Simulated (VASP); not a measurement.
A VASP calculation is set up with these files.

### INCAR
```
# general
SYSTEM =TaAl3
PREC   =Accurate
ENCUT  =300
LREAL  =.FALSE.
LASPH  =.TRUE.

# electronic loop
EDIFF  =1E-6
NELM   =100
ALGO   =Normal
LMAXMIX=6

# smearing
ISMEAR =0
SIGMA  =0.1

# functional
GGA    =PS

# ions
ISIF   =2

# output
LWAVE  =.FALSE.
LCHARG =.FALSE.
```

KPOINTS:
```
Automatic mesh
0
Gamma
11 11 11
0 0 0
```

File POSCAR:
```
TaAl3
1
   -1.9171000000     1.9171000000     4.2512950000
    1.9171000000    -1.9171000000     4.2512950000
    1.9171000000     1.9171000000    -4.2512950000
Ta Al
1 3
Direct
  0.0000000000   0.0000000000   0.0000000000
  0.5000000000   0.5000000000   0.0000000000
  0.7500000000   0.2500000000   0.5000000000
  0.2500000000   0.7500000000   0.5000000000
```

POTCAR, in this order: Ta_pv Al (PBE.64 set). Program: vasp_std.

Task: Translate this PBEsol calculation to Ansatz.

Result: One equivalent input (not run):
Ansatz 0.2 input:
```yaml
crystal:
  lattice:
    - [-1.9171000, 1.9171000, 4.2512950]
    - [1.9171000, -1.9171000, 4.2512950]
    - [1.9171000, 1.9171000, -4.2512950]
  atoms:
    - { symbol: Ta, position: [0.0000000, 0.0000000, 0.0000000] }
    - { symbol: Al, position: [0.5000000, 0.5000000, 0.0000000] }
    - { symbol: Al, position: [0.7500000, 0.2500000, 0.5000000] }
    - { symbol: Al, position: [0.2500000, 0.7500000, 0.5000000] }
kpoints:
  mp_grid: { grid: [11, 11, 11] }
hamiltonian:
  xc: pbesol
  pseudopotentials: { kind: paw }
scf:
  occupations: { method: gaussian, width: 0.1 }
  max_iter: 100
output: { forces: true, stress: true, eigenvalues: true }
```
The two are equivalent in intent, not identical: each code has its own PAW files, so the cut-off isn't converted (ENCUT is set for VASP's; basis.ecutwfc is left out, and Ansatz then takes the one that its files recommend); Ansatz stops its SCF on the density residual and VASP on the energy change (EDIFF).

The structure comes from a computed database's TaAl3 entry; how it stands against other phases isn't given here. The cell was not relaxed at this level.
